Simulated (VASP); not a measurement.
Consider the following.

```yaml
crystal:
  lattice:
    - [0.00000, 2.55620, 2.55620]
    - [2.53089, 0.00000, 2.55620]
    - [2.53089, 2.55620, 0.00000]
  atoms:
    - { symbol: Li, position: [0.00000, 0.00000, 0.00000] }
    - { symbol: Cl, position: [0.50000, 0.50000, 0.50000] }
```

Level of theory: PBEsol GGA, VASP's PBE PAW potentials (set 64) (plane waves; VASP 6.6.1). Run with 600 eV cut-off, 8×8×8 Γ-centred mesh, Gaussian smearing of 0.050 eV, potentials Li_sv Cl.

### Question
What does the run give for the energy per atom (σ→0), band gap (on the k-mesh) with the smallest direct gap where there is one?

### Answer

```
Quantity                                     Result
-----------------------------------  --------------
band gap (on the k-mesh)                    6.24 eV
smallest direct gap (on the k-mesh)         6.24 eV
energy per atom (σ→0)                -3.819 eV/atom
```

Total energies compare only between runs with the same potentials, cut-off and functional.

The compound is LiCl in the rock salt structure. This cell was strained or had an atom moved on purpose.
